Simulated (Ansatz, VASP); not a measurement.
**One calculation of Y3Ge, two programs**

```
CELL_PARAMETERS angstrom
-2.26539 2.26539 5.19702
2.26539 -2.26539 5.19702
2.26539 2.26539 -5.19702
ATOMIC_POSITIONS crystal
Y 0.50000 0.50000 0.00000
Y 0.25000 0.75000 0.50000
Y 0.75000 0.25000 0.50000
Ge 0.00000 0.00000 0.00000
```

The cell comes from a database or a generator and needn't be the stable form of this composition.

Alike in both runs: task relaxation of cell and atoms; functional BLYP; k mesh 6 × 6 × 6; occupations fermi-dirac, width 0.05 eV; no spin polarisation.

|  | VASP | Ansatz |
| --- | --- | --- |
| version | VASP 6.6.1 | Ansatz 0.2.0 |
| potentials or method | VASP PAW PBE potentials, release 64 (Y_sv, Ge_d) | Ansatz PAW |
| plane-wave cutoff (eV) | 600 | 420 |
| valence electrons in the cell | 47 | 47 |

|  | VASP | Ansatz | Ansatz less VASP |
| --- | --- | --- | --- |
| gap on the k mesh at the Fermi level, each at its own relaxed structure (eV) | none | none | - |
| relaxed volume (Å³/atom) | 27.78 | 27.79 | +0.008 |
| relaxed cell length with the largest relative difference (Å) | 6.223 | 6.224 | +0.0003 |
| energy change over the relaxation (meV/atom) | -7 | -7 | -0.2 |

A gap of «none» marks a metal or a gap that the smearing closes.

Caveats: the PAW data sets were made with another functional, which shifts forces and pressure a little (VASP); the plane-wave basis is chosen anew once the cell has moved, so the energies of steps on either side of that aren't comparable (Ansatz); the PAW data sets come from PBE, with cores solved anew for the run's functional, which leaves a small shift of forces and pressure (Ansatz).
